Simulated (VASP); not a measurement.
# Li2ZnCl4 (Fd-3m): formation energy of the defect Li_Zn, part 3 of 6

Aim: the formation energy and local structure of the defect Li_Zn in Li2ZnCl4 (Fd-3m). The start is a computed cell from the Materials Project.

VASP 6.6.1, plane waves and PAW; the level of theory is named at each step.

So far. Step 2 (The host at zero pressure): The run ended after 7 ionic steps, 0.007 eV below its first step, once forces and stress met EDIFFG = -0.02.

### Step 4. The perfect supercell

Level of this step: PBEsol; plane waves and PAW (Li, Zn, Cl) (VASP).

System of this step: Li2ZnCl4 (Fd-3m). The cell holds 56 atoms: 16 Li, 8 Zn and 32 Cl. Its edges and angles: a = 10.237 Å, b = 10.237 Å, c = 10.237 Å, α = 90.0°, β = 90.0°, γ = 90.0°. It derives from Li2ZnCl4 (Li2ZnCl4 (Fd-3m)).

The same cell, mesh and cutoff without the defect give the energy to subtract and, in a gapped host, the band edges to count from, so that most errors cancel.

File INCAR:

```
SYSTEM = Li2ZnCl4
PREC = Normal
ENCUT = 300
EDIFF = 1E-05
NELM = 120
ISMEAR = 0
SIGMA = 0.05
LREAL = Auto
ALGO = Fast
GGA = PS
LORBIT = 11
LWAVE = .FALSE.
LCHARG = .FALSE.
NCORE = 4
```

File POSCAR:

```
Li2ZnCl4
1.0
   10.2365805708      0.0000000000      0.0000000000
    0.0000000000     10.2365805708      0.0000000000
    0.0000000000      0.0000000000     10.2365805708
Li Zn Cl
16 8 32
Direct
    0.3750000000      0.3750000000      0.6250000000
    0.8750000000      0.8750000000      0.6250000000
    0.8750000000      0.3750000000      0.1250000000
    0.3750000000      0.8750000000      0.1250000000
    0.3750000000      0.6250000000      0.3750000000
    0.8750000000      0.1250000000      0.3750000000
    0.8750000000      0.6250000000      0.8750000000
    0.3750000000      0.1250000000      0.8750000000
    0.6250000000      0.6250000000      0.6250000000
    0.1250000000      0.1250000000      0.6250000000
    0.1250000000      0.6250000000      0.1250000000
    0.6250000000      0.1250000000      0.1250000000
    0.6250000000      0.3750000000      0.3750000000
    0.1250000000      0.8750000000      0.3750000000
    0.1250000000      0.3750000000      0.8750000000
    0.6250000000      0.8750000000      0.8750000000
    0.0000000000      0.0000000000      0.0000000000
    0.5000000000      0.5000000000      0.0000000000
    0.5000000000      0.0000000000      0.5000000000
    0.0000000000      0.5000000000      0.5000000000
    0.2500000000      0.2500000000      0.2500000000
    0.7500000000      0.7500000000      0.2500000000
    0.7500000000      0.2500000000      0.7500000000
    0.2500000000      0.7500000000      0.7500000000
    0.3783064570      0.6216935380      0.6216935380
    0.8783064570      0.1216935380      0.6216935380
    0.8783064570      0.6216935380      0.1216935380
    0.3783064570      0.1216935380      0.1216935380
    0.8716935430      0.8716935430      0.8716935430
    0.3716935430      0.3716935430      0.8716935430
    0.3716935430      0.8716935430      0.3716935430
    0.8716935430      0.3716935430      0.3716935430
    0.3783064570      0.3783064570      0.3783064570
    0.8783064570      0.8783064570      0.3783064570
    0.8783064570      0.3783064570      0.8783064570
    0.3783064570      0.8783064570      0.8783064570
    0.8716935430      0.6283064619      0.6283064619
    0.3716935430      0.1283064619      0.6283064619
    0.3716935430      0.6283064619      0.1283064619
    0.8716935430      0.1283064619      0.1283064619
    0.6283064619      0.8716935430      0.6283064619
    0.1283064619      0.3716935430      0.6283064619
    0.1283064619      0.8716935430      0.1283064619
    0.6283064619      0.3716935430      0.1283064619
    0.6283064619      0.6283064619      0.8716935430
    0.1283064619      0.1283064619      0.8716935430
    0.1283064619      0.6283064619      0.3716935430
    0.6283064619      0.1283064619      0.3716935430
    0.6216935380      0.3783064570      0.6216935380
    0.1216935380      0.8783064570      0.6216935380
    0.1216935380      0.3783064570      0.1216935380
    0.6216935380      0.8783064570      0.1216935380
    0.6216935380      0.6216935380      0.3783064570
    0.1216935380      0.1216935380      0.3783064570
    0.1216935380      0.6216935380      0.8783064570
    0.6216935380      0.1216935380      0.8783064570
```

File KPOINTS:

```
Automatic mesh
0
Gamma
1 1 1
0 0 0
```

PAW data sets: Li, Zn and Cl (PBE family, release 64).

The run is started by

```sh
mpirun -np 4 vasp_gam
```

The log of the run:

```text
[banner, memory and clock lines left out]
running    4 mpi-ranks, on    1 nodes
 distrk:  each k-point on    4 cores,    1 groups
 distr:  one band on    4 cores,    1 groups

 POSCAR found type information on POSCAR LiZnCl
 POSCAR found :  3 types and      56 ions
 [... a notice as in an earlier step ...]

 LDA part: xc-table for (Slater+PW92), standard interpolation
 POSCAR, INCAR and KPOINTS ok, starting setup
 FFT: planning ... GRIDC
 FFT: planning ... GRID_SOFT
 FFT: planning ... GRID
 WAVECAR not read
 entering main loop
       N       E                     dE             d eps       ncg     rms          rms(c)
DAV:   1     0.341837586113E+04    0.34184E+04   -0.11085E+05   402   0.121E+03
DAV:   2     0.419003440682E+03   -0.29994E+04   -0.28722E+04   458   0.341E+02
DAV:   3    -0.165892043760E+03   -0.58490E+03   -0.57511E+03   451   0.157E+02
DAV:   4    -0.201480440751E+03   -0.35588E+02   -0.35413E+02   468   0.449E+01
DAV:   5    -0.202260797533E+03   -0.78036E+00   -0.77840E+00   476   0.743E+00    0.206E+01
RMM:   6    -0.193589636317E+03    0.86712E+01   -0.22010E+01   452   0.103E+01    0.178E+01
RMM:   7    -0.192849515787E+03    0.74012E+00   -0.12117E+01   466   0.672E+00    0.757E+00
RMM:   8    -0.192986261709E+03   -0.13675E+00   -0.21285E+00   489   0.330E+00    0.450E+00
RMM:   9    -0.192955646814E+03    0.30615E-01   -0.74265E-01   464   0.254E+00    0.134E+00
RMM:  10    -0.192941595356E+03    0.14051E-01   -0.15648E-01   464   0.116E+00    0.292E-01
RMM:  11    -0.192946348705E+03   -0.47533E-02   -0.50768E-02   502   0.435E-01    0.269E-01
RMM:  12    -0.192949921084E+03   -0.35724E-02   -0.30884E-02   472   0.291E-01    0.303E-01
RMM:  13    -0.192946439814E+03    0.34813E-02   -0.81517E-03   460   0.204E-01    0.732E-02
RMM:  14    -0.192946499545E+03   -0.59730E-04   -0.15908E-03   477   0.815E-02    0.462E-02
RMM:  15    -0.192946537042E+03   -0.37497E-04   -0.92905E-04   466   0.586E-02    0.231E-02
RMM:  16    -0.192946546386E+03   -0.93442E-05   -0.16052E-04   423   0.328E-02    0.264E-02
RMM:  17    -0.192946527106E+03    0.19280E-04   -0.46950E-05   400   0.157E-02    0.146E-02
RMM:  18    -0.192946525804E+03    0.13014E-05   -0.84077E-06   292   0.700E-03
   1 F= -.19294653E+03 E0= -.19294653E+03  d E =-.168387E-13
```

It took 17 s on 4 MPI ranks of Intel Xeon 6975P-C (Granite Rapids), shared host; peak memory 0.7 GiB.

Parts of OUTCAR (step 4):

```text
  LATTYP: Found a simple cubic cell.
 ALAT       =    10.2365805708

 Found      1 irreducible k-points:

   k-points           NKPTS =      1   k-points in BZ     NKDIM =      1   number of bands    NBANDS=    201

   ENCUT  =  300.0 eV  22.05 Ry    4.70 a.u.  14.46 14.46 14.46*2*pi/ulx,y,z

   NELECT =     336.0000    total number of electrons

 E-fermi :   0.4713

 k-point     1 :       0.0000    0.0000    0.0000
  band No.  band energies     occupation
    ...
    164      -0.0182      2.00000
    165      -0.0182      2.00000
    166       0.2009      2.00000
    167       0.2009      2.00000
    168       0.2009      2.00000
    169       4.3966      0.00000
    170       4.5220      0.00000
    171       6.1657      0.00000
    172       6.1657      0.00000
    173       6.1657      0.00000
    ...

  Total       -1.2904377     -1.2904377     -1.2904377     -0.0000000      0.0000000     -0.0000000
  in kB       -1.9274490     -1.9274490     -1.9274490     -0.0000000      0.0000000     -0.0000000
  external PRESSURE =      -1.9274490 kB  Pullay stress =       0.0000000 kB

  energy-cutoff  :      300.00
  volume of cell :     1072.67
      direct lattice vectors                 reciprocal lattice vectors
    10.236580571  0.000000000  0.000000000     0.097688871  0.000000000  0.000000000
     0.000000000 10.236580571  0.000000000     0.000000000  0.097688871  0.000000000
     0.000000000  0.000000000 10.236580571     0.000000000  0.000000000  0.097688871

 POSITION                                       TOTAL-FORCE (eV/Angst)
 -----------------------------------------------------------------------------------
      3.83872      3.83872      6.39786         0.000000     -0.000000     -0.000000
      8.95701      8.95701      6.39786         0.000000     -0.000000     -0.000000
      8.95701      3.83872      1.27957         0.000000     -0.000000     -0.000000
      3.83872      8.95701      1.27957         0.000000     -0.000000     -0.000000
      3.83872      6.39786      3.83872         0.000000     -0.000000     -0.000000
      8.95701      1.27957      3.83872         0.000000     -0.000000     -0.000000
      8.95701      6.39786      8.95701         0.000000     -0.000000     -0.000000
      3.83872      1.27957      8.95701         0.000000     -0.000000     -0.000000
      6.39786      6.39786      6.39786         0.000000     -0.000000     -0.000000
      1.27957      1.27957      6.39786         0.000000     -0.000000     -0.000000
      1.27957      6.39786      1.27957         0.000000     -0.000000     -0.000000
      6.39786      1.27957      1.27957         0.000000     -0.000000     -0.000000
      6.39786      3.83872      3.83872         0.000000     -0.000000     -0.000000
      1.27957      8.95701      3.83872         0.000000     -0.000000     -0.000000
      1.27957      3.83872      8.95701         0.000000     -0.000000     -0.000000
      6.39786      8.95701      8.95701         0.000000     -0.000000     -0.000000
      0.00000      0.00000      0.00000         0.000000     -0.000000     -0.000000
      5.11829      5.11829      0.00000         0.000000     -0.000000     -0.000000
      5.11829      0.00000      5.11829         0.000000     -0.000000     -0.000000
      0.00000      5.11829      5.11829         0.000000     -0.000000     -0.000000
      2.55915      2.55915      2.55915         0.000000     -0.000000     -0.000000
      7.67744      7.67744      2.55915         0.000000     -0.000000     -0.000000
      7.67744      2.55915      7.67744         0.000000     -0.000000     -0.000000
      2.55915      7.67744      7.67744         0.000000     -0.000000     -0.000000
      3.87256      6.36402      6.36402        -0.001180      0.001180      0.001180
      8.99085      1.24573      6.36402        -0.001180      0.001180      0.001180
      8.99085      6.36402      1.24573        -0.001180      0.001180      0.001180
      3.87256      1.24573      1.24573        -0.001180      0.001180      0.001180
      8.92316      8.92316      8.92316         0.001180      0.001180      0.001180
      3.80487      3.80487      8.92316         0.001180      0.001180      0.001180
      3.80487      8.92316      3.80487         0.001180      0.001180      0.001180
      8.92316      3.80487      3.80487         0.001180      0.001180      0.001180
      3.87256      3.87256      3.87256        -0.001180     -0.001180     -0.001180
      8.99085      8.99085      3.87256        -0.001180     -0.001180     -0.001180
      8.99085      3.87256      8.99085        -0.001180     -0.001180     -0.001180
      3.87256      8.99085      8.99085        -0.001180     -0.001180     -0.001180
      8.92316      6.43171      6.43171         0.001180     -0.001180     -0.001180
      3.80487      1.31342      6.43171         0.001180     -0.001180     -0.001180
[...]
-----------------------------------------------------------------------------------
    total drift:                                0.000008      0.000008      0.000008

  FREE ENERGIE OF THE ION-ELECTRON SYSTEM (eV)
  ---------------------------------------------------
  free  energy   TOTEN  =      -192.9465258044 eV

  energy  without entropy=     -192.9465258044  energy(sigma->0) =     -192.94652580

 total charge
# of ion       s       p       d       tot
------------------------------------------
    1        0.065   0.124   0.000   0.189
    2        0.065   0.124   0.000   0.189
    3        0.065   0.124   0.000   0.189
    4        0.065   0.124   0.000   0.189
    5        0.065   0.124   0.000   0.189
    6        0.065   0.124   0.000   0.189
    7        0.065   0.124   0.000   0.189
    8        0.065   0.124   0.000   0.189
    9        0.065   0.124   0.000   0.189
   10        0.065   0.124   0.000   0.189
   11        0.065   0.124   0.000   0.189
   12        0.065   0.124   0.000   0.189
   13        0.065   0.124   0.000   0.189
   14        0.065   0.124   0.000   0.189
   15        0.065   0.124   0.000   0.189
   16        0.065   0.124   0.000   0.189
   17        0.462   0.441   9.837  10.740
   18        0.462   0.441   9.837  10.740
   19        0.462   0.441   9.837  10.740
   20        0.462   0.441   9.837  10.740
   21        0.462   0.441   9.837  10.740
   22        0.462   0.441   9.837  10.740
   23        0.462   0.441   9.837  10.740
   24        0.462   0.441   9.837  10.740
   25        1.579   3.554   0.000   5.134
   26        1.579   3.554   0.000   5.134
   27        1.579   3.554   0.000   5.134
   28        1.579   3.554   0.000   5.134
   29        1.579   3.554   0.000   5.134
   30        1.579   3.554   0.000   5.134
   31        1.579   3.554   0.000   5.134
   32        1.579   3.554   0.000   5.134
   33        1.579   3.554   0.000   5.134
   34        1.579   3.554   0.000   5.134
   35        1.579   3.554   0.000   5.134
   36        1.579   3.554   0.000   5.134
   37        1.579   3.554   0.000   5.134
[...]
--------------------------------------------------
tot         55.274 119.246  78.697 253.217

[... 3 parts as in an earlier step ...]

[... 3 further parts left out ...]
```

This step gave:

```
electronic cycles   : 18
electrons           : 336
free energy (TOTEN) : -192.9465 eV
Fermi energy        : 0.4713 eV
gap on the k-mesh   : 4.196 eV
```

No direct gap is given, since this cell folds other wave vectors onto the zone centre.

The perfect cell has a gap of 4.20 eV on this mesh, with its valence-band top at 0.201 eV, and charged states follow.

[end of part 3 of 6]

[Lines on the potential files, build, host, timing and source positions are cut from VASP's logs without a mark.]

[Logs are printed without paths, hosts, clocks, repeated set-up lines and the standing remarks that a program may print on its own settings, such as how far it seeks lower states.]

[Hosts, paths, dates, database ids (printed as entryN), source tags and the programs' standing remarks are cut or masked in the printed files.]

[In band tables of VASP the shares of atoms and orbitals are scaled to a sum of 1 inside the atoms' spheres.]

[Runs that stopped without an error message from VASP are left out.]
